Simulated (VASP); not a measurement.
Energy against volume of LiCl (rock salt). All values below come from rev-vdW-DF2, VASP's PBE PAW potentials (set 64) (plane waves; VASP). Numerical set-up: 520 eV cut-off, 9×9×9 Γ-centred mesh, Gaussian smearing of 0.050 eV, potentials Li_sv Cl.

| V (Å³/atom) | E (eV/atom) |
|---|---|
| 16.039 | -2.65169 |
| 16.535 | -2.65376 |
| 17.031 | -2.65255 |
| 17.527 | -2.64862 |

Question: Fit these four points and predict the energy of the run at 15.543 Å³/atom.

Answer: A cubic in V^(−2/3), the third-order Birch-Murnaghan form, passes through the four points with V0 = 16.59 Å³/atom and B0 = 35 GPa, and gives -2.6457 eV/atom there. The run gave -2.6459 eV/atom, -0.2 meV/atom from the fit; all five points give B0 = 34 GPa.

The compound is LiCl in the rock salt structure. It was relaxed first.
